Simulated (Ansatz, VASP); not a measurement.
# MoSeS: VASP beside Ansatz, part 2 of 2

One calculation is typed for both programs; each brings its own data sets. How far apart do they land? The cell is taken from a series of runs on this material, whose earlier steps may have relaxed, scaled, displaced or heated it; both programs get it as it stands.

VASP 6.6.1 and Ansatz 0.2.0.

So far: Set-up; VASP: G0W0 gap, r2SCAN.

**3. Ansatz: G0W0 gap, r2SCAN**

Level of this step: Ansatz beside VASP: G0W0 on Kohn-Sham DFT, plane waves, r2SCAN (Ansatz).

Ansatz runs on PAW files that the input asks for by source.

The same cell, functional and mesh now go to Ansatz, which takes its cutoff from its data sets.

input.yaml reads:

```yaml
crystal:
  lattice:
    - [3.2525112014, 0.0, 0.0]
    - [-1.6262556007, 2.8167573265, 0.0]
    - [0.0, 0.0, 13.61727037]
  atoms:
    - { symbol: Mo, position: [0.0, 0.0, 0.25914775] }
    - { symbol: Mo, position: [0.0, 0.0, 0.74085225] }
    - { symbol: Se, position: [0.66666667, 0.33333333, 0.86488755] }
    - { symbol: Se, position: [0.33333333, 0.66666667, 0.13511245] }
    - { symbol: S, position: [0.33333333, 0.66666667, 0.3705878] }
    - { symbol: S, position: [0.66666667, 0.33333333, 0.6294122] }
kpoints:
  mp_grid: { grid: [9, 9, 2] }
hamiltonian:
  xc: r2scan
  pseudopotentials: { kind: paw, source: ansatz }
scf:
  occupations: { method: fixed }
gw:
  n_empty_bands: 326
  ecut_chi: 110.0
  qp_bands: [v2, c2]
  qp_kpoints: band_edges
  screening: { model: contour_deformation }
```

The run is started by

```console
> ansatz run input.yaml --threads 4 --pin off --max-ram 138240MiB --backend cuda --events-out ev --progress --plain --runs-dir out --devices 1 --max-vram 26GiB
```

Numbers of over 12 decimals in the logs are rounded to 6 here.

The log of the run:

```text
GPUs: using 1 of 1 available (devices: 1).
Engine: ansatz 0.2.0, x86_64-unknown-linux-gnu
Pseudopotentials: kind: paw
Pseudopotential: Mo, paw, valence charge 14, recommended cutoff 500 eV (normal), Mo.paw.azcp
Pseudopotential: Se, paw, valence charge 16, recommended cutoff 820 eV (meta_gga), Se.paw.azcp
Pseudopotential: S, paw, valence charge 6, recommended cutoff 510 eV (normal), S.paw.azcp
Functional definition: r2SCAN
  parameter k0 = 0.174
  parameter k1 = 0.065
  parameter a1 = 4.9479
  exchange = r2scan_x(k0 = k0, k1 = k1, a1 = a1)
  correlation = r2scan_c
device memory: the entry about to start is reckoned to put 4.6 GiB on a device that reports 35.7 GiB free (of which the cap on the GPU budget leaves the run 26.0 GiB)
GPU FFT provider: cuFFT
GPU libraries: cuBLAS 13.8.2, cuFFT 12.4.0, cuSOLVER 12.3.4
Crystal: 6 atoms, lattice volume = 124.755 Å³
Basis set: ecut = 820 eV, 6669 PW (Γ), exchange–correlation on 160×160×640 points (64 copies of the dense FFT grid, shifted against one another)
Bands: 44, of which v1, the nominal top of the filled ones, is band 36 counted from 1 (35 counted from 0)
Symmetry: 12 space group operations
Space group: P-3m1 (ITA 164), of the structure as read, at distance tolerance 5.0e-5 Å
k-points: 24 of 162
Non-local potential: Mo, projectors of the file, l = 0: 3, l = 1: 3, l = 2: 2, l = 3: 2
Non-local potential: Se, projectors of the file, l = 0: 2, l = 1: 2, l = 2: 3, l = 3: 1
Non-local potential: S, projectors of the file, l = 0: 2, l = 1: 2, l = 2: 2
PAW form: soft (Blöchl's): semilocal exchange-correlation on the pseudo side does not see the compensation charge
PAW frozen core: Mo, regenerated for the run's functional (the file was generated under x = pbe(κ = 0.804, μ = 0.219515), c = pbe(β = 0.066725))
PAW frozen core: Se, regenerated for the run's functional (the file was generated under x = pbe(κ = 0.804, μ = 0.219515), c = pbe(β = 0.066725))
PAW frozen core: S, regenerated for the run's functional (the file was generated under x = pbe(κ = 0.804, μ = 0.219515), c = pbe(β = 0.066725))
PAW one-centre angular grid: Mo, 590 points (default); XC on 203 of its mesh's 507 points in the sphere
PAW one-centre angular grid: Se, 590 points (default); XC on 160 Gauss nodes
PAW one-centre angular grid: S, 302 points (default); XC on 160 Gauss nodes
Initial density: superposition of atomic densities (chi_scale 0.1, normalization cell, long waves kept (reshape's long-wave potential 0.50 eV rms))
Initial wavefunctions: pseudopotential atomic-orbital guess
GPU buffer pool allocated for 256000 grid points (all kernels)
GPU transforms: local potential and band sums: pruned to the plane-wave sphere, on 30×36×135
Functional: x = r2scan, c = r2scan; τ floored in thin density (d = 2e-4 eV/Å³)
SCF iter   1: F=—  HF=-22710.763600 eV  |F-HF|=—  |Δ(HF+E_count)|=         —  Δρ=5.01e-2  dr2=8.94e0  dr2_τ=3.46e-1  ethr=3.10e-3  ⟨swp⟩=5.0  Hψ=3866  notcnv=0  defer=121
preconditioner: auto → Resta (q_TF=auto, 2.489 Å⁻¹)  ε∞=6.4  [insulator: Δε(μ)=0.928 eV  Ē_g=8.561 eV  n_scr=40 (ndim 8)  ℏωp=19.9 eV  f_vac=0.084  ε∞_Penn≈6.4]
SCF iter   2: F=—  HF=-22709.584138 eV  |F-HF|=—  |Δ(HF+E_count)|=    1.18e0  Δρ=2.54e-2  dr2=1.38e0  dr2_τ=1.28e-1  ethr=3.10e-3  ⟨swp⟩=3.0  Hψ=1741  notcnv=0  defer=124
SCF iter   3: F=—  HF=-22709.418355 eV  |F-HF|=—  |Δ(HF+E_count)|=   1.66e-1  Δρ=1.27e-2  dr2=2.90e-1  dr2_τ=1.03e-2  ethr=1.92e-3  ⟨swp⟩=2.1  Hψ=1334  notcnv=0  defer=123
SCF iter   4: F=—  HF=-22709.402600 eV  |F-HF|=—  |Δ(HF+E_count)|=   1.58e-2  Δρ=3.18e-3  dr2=3.37e-2  dr2_τ=4.02e-3  ethr=4.02e-4  ⟨swp⟩=2.8  Hψ=1429  notcnv=0  defer=136
SCF iter   5: F=—  HF=-22709.403283 eV  |F-HF|=—  |Δ(HF+E_count)|=   6.83e-4  Δρ=2.46e-3  dr2=1.63e-2  dr2_τ=3.56e-3  ethr=4.68e-5  ⟨swp⟩=3.1  Hψ=1545  notcnv=0  defer=144
SCF iter   6: F=—  HF=-22709.402096 eV  |F-HF|=—  |Δ(HF+E_count)|=   1.19e-3  Δρ=5.13e-4  dr2=8.57e-4  dr2_τ=1.24e-4  ethr=2.27e-5  ⟨swp⟩=2.4  Hψ=1300  notcnv=0  defer=144
SCF iter   7: F=—  HF=-22709.402096 eV  |F-HF|=—  |Δ(HF+E_count)|=   7.80e-7  Δρ=2.39e-4  dr2=1.18e-4  dr2_τ=4.71e-6  ethr=1.19e-6  ⟨swp⟩=2.0  Hψ=1787  notcnv=0  defer=144
SCF iter   8: F=—  HF=-22709.402149 eV  |F-HF|=—  |Δ(HF+E_count)|=   5.20e-5  Δρ=7.52e-5  dr2=1.23e-5  dr2_τ=3.86e-7  ethr=1.63e-7  ⟨swp⟩=2.0  Hψ=1386  notcnv=0  defer=100
SCF iter   9: F=—  HF=-22709.402157 eV  |F-HF|=—  |Δ(HF+E_count)|=   8.43e-6  Δρ=1.68e-5  dr2=4.68e-7  dr2_τ=1.42e-8  ethr=1.70e-8  ⟨swp⟩=2.0  Hψ=1486  notcnv=0  defer=97
SCF iter  10: F=-22709.402157 eV  HF=-22709.402157 eV  |F-HF|=1.09e-8  |Δ(HF+E_count)|=   4.38e-7  Δρ=3.24e-6  dr2=1.44e-8  dr2_τ=2.11e-9  ethr=1.39e-10  ⟨swp⟩=11.3  Hψ=4472  notcnv=0
SCF 1 converged in 10 iterations: F = -22709.402157 eV  dr2 = 1.44e-8
  greatest PAW one-centre occupation: 0.997 electrons in one spin orbital (limit 2), on the Se atom at site 3 (counted from 0), in its partial waves of l = 2
[...]
k-point 1: bands = [... 32 lower, 8.5565, 8.5565, 9.9070, 10.3110, 12.8531, 12.8531, 12.8824, 12.8824, ... 4 higher]
  k-point 2: bands = [... 32 lower, 8.5303, 9.1176, 9.5922, 10.1739, 12.4971, 12.6469, 12.6690, 12.8559, ... 4 higher]
  k-point 23: bands = [... 32 lower, 7.6752, 7.6752, 9.8782, 9.8782, 11.5066, 11.5209, 12.8624, 12.8624, ... 4 higher]
--- G₀W₀: contour deformation, 7 samples at zero and on the imaginary axis and 2 off it, 162 q-points, 326 empty bands' worth ---
  eigenvalues of the whole cell's RPA ε∞ on this k-mesh (on a slab, of 1 + 4πα/V) = 4.3986, 13.4514, 13.4514; static W/v taken at q = 0 is 0.094977
  bands read: the sum over 362 bands ends inside a degenerate multiplet in 1 slot, whose members it reads at an even weight; the widest, k=1: bands 362 to 363 (counted from 1) at 1/2 each
  gw.qp_kpoints: band_edges: 18 of 24 stored k-points solved, in 1 pass; an edge of the gap read off the rows below is read off those points alone
    valence top: of the k-points left out ik 11 came nearest to being solved in a further pass, in band 36 (counted from 1, as in the quasiparticle table): it holds the edge there only if its correction is more favourable than any solved in that band by at least 0.603 eV; those differ by 0.099 eV
    conduction bottom: of the k-points left out ik 11 came nearest to being solved in a further pass, in band 37 (counted from 1, as in the quasiparticle table): it holds the edge there only if its correction is more favourable than any solved in that band by at least 0.398 eV; those differ by 0.111 eV
    ik  band        ε_KS         Σx   Σc(E_QP)       V_xc       Z   E_QP_lin       E_QP  E_QP is
     0    35      9.6077   -18.3621     1.0006   -17.3559  0.7336     9.6021     9.6021  root
     0    36     10.4014   -19.5531     0.6994   -18.9014  0.7376    10.4490    10.4491  root
     0    37     12.8402   -13.7881    -4.1586   -18.3751  0.7403    13.2728    13.2686  root
     0    38     12.8402   -13.7881    -4.1586   -18.3751  0.7403    13.2728    13.2686  root
     1    35      9.9070   -19.1000     0.8147   -18.3214  0.7368     9.9431     9.9431  root
     1    36     10.3110   -19.2596     0.8448   -18.4340  0.7387    10.3302    10.3303  root
     1    37     12.8531   -13.8128    -4.1732   -18.4130  0.7388    13.2844    13.2802  root
     1    38     12.8531   -13.8128    -4.1732   -18.4130  0.7388    13.2844    13.2802  root
     2    35      9.5922   -18.6540     1.0437   -17.6185  0.7332     9.6004     9.6004  root
     2    36     10.1739   -19.4955     0.8547   -18.6803  0.7375    10.2134    10.2134  root
     2    37     12.4971   -13.6065    -4.0096   -17.9942  0.7454    12.8784    12.8752  root
     2    38     12.6469   -13.9106    -4.1964   -18.5207  0.7412    13.0644    13.0605  root
     3    35      9.7913   -19.2531     0.8825   -18.4150  0.7357     9.8357     9.8357  root
     3    36     10.1354   -19.3116     0.9644   -18.3646  0.7385    10.1528    10.1528  root
     3    37     12.5158   -13.7286    -4.0533   -18.1811  0.7477    12.9184    12.9149  root
     3    38     12.6521   -13.9216    -4.2135   -18.5705  0.7472    13.0916    13.0875  root
     4    35      9.2818   -19.0300     1.2147   -17.8420  0.7292     9.3084     9.3085  root
     4    36      9.5358   -19.2262     1.1963   -18.0450  0.7342     9.5509     9.5509  root
     4    37     11.7916   -13.3204    -3.8795   -17.5577  0.7490    12.1518    12.1495  root
     4    38     12.3890   -14.4270    -4.1644   -19.0041  0.7315    12.8062    12.8018  root
     5    35      9.3295   -19.2670     1.1197   -18.1945  0.7302     9.3768     9.3768  root
     5    36      9.5345   -19.2044     1.2063   -18.0104  0.7344     9.5468     9.5468  root
     5    37     11.9266   -13.7200    -3.9504   -18.0552  0.7480    12.3142    12.3115  root
     5    38     12.1758   -13.8384    -4.0545   -18.2708  0.7362    12.5570    12.5538  root
[...]
22    35      9.8738   -19.1250     0.3712   -18.8476  0.7395     9.9674     9.9675  root
    22    36      9.8738   -19.1250     0.3712   -18.8476  0.7395     9.9674     9.9675  root
    22    37     11.5052   -16.2312    -3.6971   -20.3967  0.7321    11.9772    11.9736  root
    22    38     11.5221   -16.2315    -3.6944   -20.3915  0.7324    11.9913    11.9877  root
    23    35      9.8782   -19.1474     0.3717   -18.8705  0.7395     9.9728     9.9729  root
    23    36      9.8782   -19.1474     0.3717   -18.8705  0.7395     9.9728     9.9729  root
    23    37     11.5066   -16.2279    -3.6936   -20.3893  0.7322    11.9779    11.9743  root
    23    38     11.5209   -16.2343    -3.6975   -20.3979  0.7323    11.9907    11.9871  root
```

The column dr2 measures how far the density is from self-consistency, as an energy; F and HF (Harris–Foulkes) agree once it is small.

**4. Comparison**

Known differences besides the potentials themselves: VASP keeps PBE cores, Ansatz makes them for the functional; fixed occupations in Ansatz, narrow Gaussian smearing in VASP; the data sets hold 72 valence electrons in Ansatz (on PAW files that the input asks for by source) and 52 in VASP; the cutoff is 820 eV in Ansatz and 370 eV in VASP; Ansatz integrates over frequency by contour deformation, VASP on a grid of NOMEGA points; Ansatz's G0W0 levels solve the quasiparticle equation, VASP's are linearised. Total energies have different zeros and are not compared.

The two programs side by side:

```csv
quantity,Ansatz,VASP,difference
G0W0 gap on the mesh (eV),1.52,1.61,-0.08
Kohn-Sham gap under it (eV),1.10,1.10,0.00
```

VASP's log warns that its frequency grid doesn't suit quasiparticle energies on this mesh.

**5. Results**

- difference in G0W0 gap on the mesh (G0W0 gap, r2SCAN): -0.081 eV

**Reading.** The difference in G0W0 gap on the mesh is -0.081 eV (G0W0 gap, r2SCAN). The data sets hold unlike numbers of valence electrons (72 in Ansatz and 52 in VASP), so part of the differences may come from the potentials. How closely two codes agree says nothing of how well the functional describes the real material.

[Lines on the potential files, build, host, timing and source positions are cut from VASP's logs without a mark.]

[Logs are printed without paths, hosts, clocks, repeated set-up lines and the standing remarks that a program may print on its own settings, such as how far it seeks lower states.]

[Hosts, paths, dates, database ids (printed as entryN), source tags and the programs' standing remarks are cut or masked in the printed files.]
